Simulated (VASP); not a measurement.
Given:

```
CSi
1.0
    0.00000     2.18970     2.18970
    2.18970     0.00000     2.18970
    2.18970     2.18970     0.00000
Si C
1 1
Direct
  0.00000   0.00000   0.00000
  0.25000   0.25000   0.25000
```

Computed with PBE GGA, VASP's PBE PAW potentials (set 64) (plane waves; VASP). Settings: 520 eV cut-off, 12×12×12 Γ-centred mesh, tetrahedra with Blöchl corrections, potentials Si C.

### Question
Estimate the energy per atom (σ→0), band gap (on the k-mesh) with the smallest direct gap where there is one.

### Answer

| Quantity | Result |
|---|---|
| band gap (on the k-mesh) | 1.37 eV |
| smallest direct gap (on the k-mesh) | 4.53 eV |
| energy per atom (σ→0) | -7.530 eV/atom |

The compound is SiC in the zinc blende structure. It was relaxed first.
